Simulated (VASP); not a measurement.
Level of theory: LDA (Ceperley-Alder, Perdew-Zunger), VASP's LDA PAW potentials (set 64) (plane waves; VASP).

A VASP calculation is set up with these files.

POSCAR:
```
ScGe2
1
    1.8903560000    -7.3952170000     0.0000000000
    1.8903560000     7.3952170000     0.0000000000
    0.0000000000     0.0000000000     3.7159840000
Sc Ge
2 4
Direct
  0.8968500000   0.1031500000   0.7500000000
  0.1031500000   0.8968500000   0.2500000000
  0.5554400000   0.4445600000   0.7500000000
  0.4445600000   0.5554400000   0.2500000000
  0.2521200000   0.7478800000   0.7500000000
  0.7478800000   0.2521200000   0.2500000000
```

INCAR:
```
ALGO  =  Normal
EDIFF  =  1E-6
ENCUT  =  300
ISIF  =  2
ISMEAR  =  0
LASPH  =  .TRUE.
LCHARG  =  .FALSE.
LMAXMIX  =  4
LREAL  =  .FALSE.
LWAVE  =  .FALSE.
NELM  =  100
PREC  =  Accurate
SIGMA  =  0.136
SYSTEM  =  ScGe2
```

**KPOINTS**
```
K-points
0
Gamma
4 4 4
```

POTCAR, in this order: Sc_sv Ge_d (LDA.64 set). Program: vasp_std.

Predict the energy per atom (σ→0), largest force, band gap (on the k-mesh).

energy per atom (σ→0): -6.369 eV/atom
band gap (on the k-mesh): none (metal, semimetal or under 0.01 eV)
largest force: 0.341 eV/Å

**OSZICAR**
```
...
DAV:   8    -0.382319638315E+02    0.23864E-01   -0.19150E-01  2536   0.423E+00    0.864E-01
DAV:   9    -0.382272210666E+02    0.47428E-02   -0.28787E-02  2816   0.167E+00    0.185E-01
DAV:  10    -0.382270962409E+02    0.12483E-03   -0.52046E-03  2900   0.679E-01    0.111E-01
DAV:  11    -0.382270148924E+02    0.81349E-04   -0.13028E-03  2712   0.305E-01    0.377E-02
DAV:  12    -0.382269989365E+02    0.15956E-04   -0.12998E-04  2736   0.114E-01    0.578E-03
DAV:  13    -0.382269993768E+02   -0.44028E-06   -0.13352E-05  2584   0.267E-02    0.334E-03
DAV:  14    -0.382269992611E+02    0.11574E-06   -0.94459E-07  1392   0.118E-02
   1 F= -.38226999E+02 E0= -.38212356E+02  d E =-.292856E-01
```

The structure comes from a computed database's ScGe2 entry; how it stands against other phases isn't given here. The cell was not relaxed at this level, and its volume differs by -5.9 % from the start's. The k-mesh is coarse (spacing up to 0.43 per Å, 2π included), so the numbers may not be converged in it.
